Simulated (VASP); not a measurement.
Level of theory: RPBE GGA, VASP's PBE PAW potentials (set 64) (plane waves; VASP).

Input for VASP

**POSCAR**
```
PbO
1
    4.1996610082     0.0000000000     0.0000000000
    0.0000000000     4.1996610082     0.0000000000
    0.0000000000     0.0000000000     6.7180954734
Pb O
2 2
Direct
  0.5000000000   0.0000000000   0.8196678093
  0.0000000000   0.5000000000   0.1803321907
  0.5000000000   0.5000000000   0.0000000000
  0.0000000000   0.0000000000   0.0000000000
```

INCAR:
```
EDIFF=1E-7   ! SCF stop (eV)
ALGO=Normal   ! blocked Davidson
IBRION=2
LREAL=.False.   ! projection in real space or not
GGA=RP   ! RPBE
NELM=100   ! most electronic steps
ISIF=4   ! ions and shape, fixed volume
SYSTEM=PbO
LMAXMIX=4   ! l cut-off of mixed one-centre charges
ISMEAR=0
LASPH=.True.   ! aspherical one-centre terms
LCHARG=.False.
LWAVE=.False.
NSW=30
PREC=Accurate
EDIFFG=-0.01   ! ionic stop
SIGMA=0.05
ENCUT=520   ! plane-wave cut-off (eV)
```

File KPOINTS:
```
Automatic mesh
0
Gamma
6 6 4
0 0 0
```

POTCAR, in this order: Pb_d O (PBE.64 set). Program: vasp_std.

The run wrote:

### OSZICAR
```
       N       E                     dE             d eps       ncg     rms          rms(c)
DAV:   1     0.447189135003E+03    0.44719E+03   -0.19458E+04  1440   0.175E+03
DAV:   2     0.426325484297E+02   -0.40456E+03   -0.39828E+03  1520   0.456E+02
DAV:   3    -0.233406310959E+02   -0.65973E+02   -0.64355E+02  2056   0.189E+02
DAV:   4    -0.255946139589E+02   -0.22540E+01   -0.22532E+01  1576   0.410E+01
DAV:   5    -0.256761724307E+02   -0.81558E-01   -0.81546E-01  2088   0.755E+00    0.130E+01
DAV:   6    -0.203819649088E+02    0.52942E+01   -0.44216E+01  2296   0.439E+01    0.633E+00
DAV:   7    -0.201692158439E+02    0.21275E+00   -0.43953E+00  1832   0.154E+01    0.288E+00
DAV:   8    -0.202031984150E+02   -0.33983E-01   -0.16612E+00  1928   0.950E+00    0.225E+00
DAV:   9    -0.201255348386E+02    0.77664E-01   -0.45650E-01  2176   0.561E+00    0.435E-01
DAV:  10    -0.201374373596E+02   -0.11903E-01   -0.45351E-02  1504   0.135E+00    0.116E-01
DAV:  11    -0.201387284267E+02   -0.12911E-02   -0.10017E-02  2040   0.722E-01    0.174E-01
DAV:  12    -0.201385249351E+02    0.20349E-03   -0.33850E-03  2144   0.645E-01    0.426E-02
DAV:  13    -0.201385219538E+02    0.29813E-05   -0.37813E-04  1848   0.140E-01    0.142E-02
DAV:  14    -0.201385367880E+02   -0.14834E-04   -0.10092E-04  1840   0.108E-01    0.641E-03
DAV:  15    -0.201385388175E+02   -0.20295E-05   -0.20468E-05  2104   0.588E-02    0.220E-03
DAV:  16    -0.201385393537E+02   -0.53616E-06   -0.16200E-06  1976   0.113E-02    0.111E-03
DAV:  17    -0.201385393484E+02    0.52387E-08   -0.22740E-07  1328   0.494E-03
   1 F= -.20138539E+02 E0= -.20138539E+02  d E =-.201385E+02
       N       E                     dE             d eps       ncg     rms          rms(c)
DAV:   1    -0.201181088180E+02    0.20431E-01   -0.15626E+01  1680   0.231E+01    0.514E-01
DAV:   2    -0.201738314552E+02   -0.55723E-01   -0.59171E-01  2072   0.710E+00    0.268E-01
DAV:   3    -0.201728988723E+02    0.93258E-03   -0.55078E-03  1968   0.893E-01    0.156E-01
DAV:   4    -0.201725286534E+02    0.37022E-03   -0.17937E-03  2080   0.708E-01    0.396E-02
DAV:   5    -0.201725538600E+02   -0.25207E-04   -0.44375E-04  1960   0.243E-01    0.185E-02
DAV:   6    -0.201725593927E+02   -0.55327E-05   -0.68273E-05  1880   0.122E-01    0.822E-03
DAV:   7    -0.201725616906E+02   -0.22979E-05   -0.89384E-06  2240   0.346E-02    0.388E-03
DAV:   8    -0.201725635619E+02   -0.18713E-05   -0.30362E-06  1504   0.137E-02    0.801E-04
DAV:   9    -0.201725636508E+02   -0.88899E-07   -0.60369E-08  1280   0.335E-03
   2 F= -.20172564E+02 E0= -.20172564E+02  d E =-.340243E-01
       N       E                     dE             d eps       ncg     rms          rms(c)
DAV:   1    -0.201413943638E+02    0.31169E-01   -0.12050E+01  1680   0.202E+01    0.452E-01
DAV:   2    -0.201837015621E+02   -0.42307E-01   -0.45067E-01  2056   0.633E+00    0.234E-01
DAV:   3    -0.201829845285E+02    0.71703E-03   -0.42673E-03  1960   0.775E-01    0.135E-01
DAV:   4    -0.201827155040E+02    0.26902E-03   -0.14044E-03  2024   0.620E-01    0.360E-02
DAV:   5    -0.201827330496E+02   -0.17546E-04   -0.34442E-04  1936   0.210E-01    0.170E-02
DAV:   6    -0.201827375612E+02   -0.45116E-05   -0.63322E-05  1736   0.122E-01    0.777E-03
DAV:   7    -0.201827390292E+02   -0.14680E-05   -0.85940E-06  2248   0.363E-02    0.350E-03
DAV:   8    -0.201827404599E+02   -0.14307E-05   -0.23885E-06  1480   0.133E-02    0.717E-04
DAV:   9    -0.201827405492E+02   -0.89281E-07   -0.59862E-08  1296   0.273E-03
   3 F= -.20182741E+02 E0= -.20182741E+02  d E =-.442012E-01
       N       E                     dE             d eps       ncg     rms          rms(c)
DAV:   1    -0.202105998743E+02   -0.27859E-01   -0.15649E+00  1512   0.106E+01    0.835E-01
DAV:   2    -0.201969248981E+02    0.13675E-01   -0.61689E-02  1960   0.297E+00    0.506E-01
DAV:   3    -0.201893635650E+02    0.75613E-02   -0.10411E-02  1872   0.125E+00    0.122E-01
DAV:   4    -0.201891021854E+02    0.26138E-03   -0.19368E-03  2192   0.465E-01    0.317E-02
DAV:   5    -0.201891338199E+02   -0.31634E-04   -0.29801E-04  1824   0.186E-01    0.212E-02
DAV:   6    -0.201891303982E+02    0.34216E-05   -0.62823E-05  2224   0.717E-02    0.499E-03
DAV:   7    -0.201891343055E+02   -0.39072E-05   -0.14701E-05  1720   0.296E-02    0.397E-03
DAV:   8    -0.201891357497E+02   -0.14442E-05   -0.22681E-06  1504   0.196E-02    0.107E-03
DAV:   9    -0.201891361617E+02   -0.41207E-06   -0.67046E-07  1344   0.878E-03    0.807E-04
DAV:  10    -0.201891362958E+02   -0.13405E-06   -0.11264E-07  1112   0.435E-03    0.177E-04
DAV:  11    -0.201891363001E+02   -0.43119E-08   -0.17936E-08   920   0.146E-03
   4 F= -.20189136E+02 E0= -.20189136E+02  d E =-.639575E-02
       N       E                     dE             d eps       ncg     rms          rms(c)
DAV:   1    -0.203864847947E+02   -0.19735E+00   -0.13804E+01  1512   0.312E+01    0.247E+00
DAV:   2    -0.202660940019E+02    0.12039E+00   -0.52459E-01  1744   0.819E+00    0.150E+00
DAV:   3    -0.201981570252E+02    0.67937E-01   -0.10627E-01  1888   0.335E+00    0.325E-01
DAV:   4    -0.201967044595E+02    0.14526E-02   -0.16071E-02  2144   0.131E+00    0.105E-01
DAV:   5    -0.201968188020E+02   -0.11434E-03   -0.38601E-03  2184   0.588E-01    0.830E-02
DAV:   6    -0.201968771282E+02   -0.58326E-04   -0.89800E-04  1864   0.253E-01    0.228E-02
DAV:   7    -0.201969103379E+02   -0.33210E-04   -0.23322E-04  1952   0.136E-01    0.150E-02
DAV:   8    -0.201969255038E+02   -0.15166E-04   -0.23204E-05  1592   0.589E-02    0.666E-03
DAV:   9    -0.201969297574E+02   -0.42536E-05   -0.11943E-05  1728   0.446E-02    0.226E-03
DAV:  10    -0.201969307188E+02   -0.96142E-06   -0.12793E-06  2000   0.102E-02    0.932E-04
DAV:  11    -0.201969307475E+02   -0.28690E-07   -0.73692E-08  1160   0.297E-03
   5 F= -.20196931E+02 E0= -.20196931E+02  d E =-.141902E-01
       N       E                     dE             d eps       ncg     rms          rms(c)
DAV:   1    -0.201975064479E+02   -0.57573E-03   -0.40323E-02  1536   0.170E+00    0.134E-01
DAV:   2    -0.201971598110E+02    0.34664E-03   -0.15079E-03  2184   0.508E-01    0.817E-02
DAV:   3    -0.201969593011E+02    0.20051E-03   -0.28551E-04  1944   0.229E-01    0.182E-02
DAV:   4    -0.201969555057E+02    0.37954E-05   -0.62037E-05  2200   0.713E-02    0.489E-03
DAV:   5    -0.201969561975E+02   -0.69182E-06   -0.44941E-06  1600   0.228E-02    0.146E-03
DAV:   6    -0.201969561306E+02    0.66932E-07   -0.37228E-07  1352   0.806E-03
   6 F= -.20196956E+02 E0= -.20196956E+02  d E =-.142156E-01
       N       E                     dE             d eps       ncg     rms          rms(c)
DAV:   1    -0.201970707028E+02   -0.11451E-03   -0.89006E-03  1536   0.797E-01    0.625E-02
DAV:   2    -0.201969949551E+02    0.75748E-04   -0.33159E-04  2184   0.239E-01    0.382E-02
DAV:   3    -0.201969506375E+02    0.44318E-04   -0.62223E-05  1960   0.107E-01    0.853E-03
DAV:   4    -0.201969497344E+02    0.90315E-06   -0.13435E-05  2200   0.329E-02    0.231E-03
DAV:   5    -0.201969499341E+02   -0.19976E-06   -0.10193E-06  1480   0.109E-02    0.691E-04
DAV:   6    -0.201969498856E+02    0.48556E-07   -0.80886E-08  1200   0.389E-03
   7 F= -.20196950E+02 E0= -.20196950E+02  d E =-.142093E-01
       N       E                     dE             d eps       ncg     rms          rms(c)
DAV:   1    -0.201969107479E+02    0.39186E-04   -0.26451E-02  1696   0.904E-01    0.133E-02
DAV:   2    -0.201969613734E+02   -0.50626E-04   -0.53775E-04  2096   0.248E-01    0.752E-03
DAV:   3    -0.201969609594E+02    0.41399E-06   -0.55522E-06  1912   0.206E-02    0.413E-03
DAV:   4    -0.201969607437E+02    0.21570E-06   -0.10241E-06  2008   0.140E-02    0.155E-03
DAV:   5    -0.201969608096E+02   -0.65837E-07   -0.19441E-07  1064   0.460E-03
   8 F= -.20196961E+02 E0= -.20196961E+02  d E =-.109240E-04
```

**OUTCAR**
```
------------------------ aborting loop because EDIFF is reached ----------------------------------------
  FORCE on cell =-STRESS in cart. coord.  units (eV):
  Direction    XX          YY          ZZ          XY          YZ          ZX
  --------------------------------------------------------------------------------------
  Total       -0.0414912     -0.0414912     -0.0277391      0.0000000      0.0000000     -0.0000000
  in kB       -0.5610376     -0.5610376     -0.3750839      0.0000000      0.0000000     -0.0000000
  external PRESSURE =      -0.4990530 kB  Pullay stress =       0.0000000 kB
  volume of cell :      118.49
      direct lattice vectors                 reciprocal lattice vectors
     4.117098519  0.000000000  0.000000000     0.242889500  0.000000000 -0.000000000
     0.000000000  4.117098519  0.000000000     0.000000000  0.242889500  0.000000000
     0.000000000  0.000000000  6.990240610    -0.000000000  0.000000000  0.143056592
 POSITION                                       TOTAL-FORCE (eV/Angst)
 -----------------------------------------------------------------------------------
      2.05855      0.00000      5.80009         0.000000     -0.000000      0.004283
      0.00000      2.05855      1.19015        -0.000000     -0.000000     -0.004283
      2.05855      2.05855      6.99024        -0.000000      0.000000      0.000000
      0.00000      4.11710      6.99024         0.000000     -0.000000      0.000000
 -----------------------------------------------------------------------------------
    total drift:                                0.000000      0.000000      0.000000
  FREE ENERGIE OF THE ION-ELECTRON SYSTEM (eV)
  ---------------------------------------------------
  free  energy   TOTEN  =       -20.1969608096 eV

  energy  without entropy=      -20.1969608096  energy(sigma->0) =      -20.19696081

 reached required accuracy - stopping structural energy minimisation
```
(Selected blocks of OUTCAR.)

**CONTCAR**
```
PbO
   1.00000000000000
     4.1170985186569000    0.0000000000000000    0.0000000000000000
     0.0000000000000000    4.1170985186569000    0.0000000000000000
     0.0000000000000000    0.0000000000000000    6.9902406095776213
  Pb              O
     2     2
Direct
     0.5000000000000000    0.0000000000000000    0.8297415917268995
     0.0000000000000000    0.5000000000000000    0.1702584082731003
     0.5000000000000000    0.5000000000000000    1.0000000000000000
     0.0000000000000000    1.0000000000000000    1.0000000000000000
```

Without a dispersion term in the relaxation, distances and binding between the weakly bound layers, chains or molecules are unreliable, and so is what depends on them.

The compound is PbO in the litharge structure. This cell is one point of a volume scan, at 1.06 of the reference volume. Symmetry was kept, so distortions that lower it aren't found.
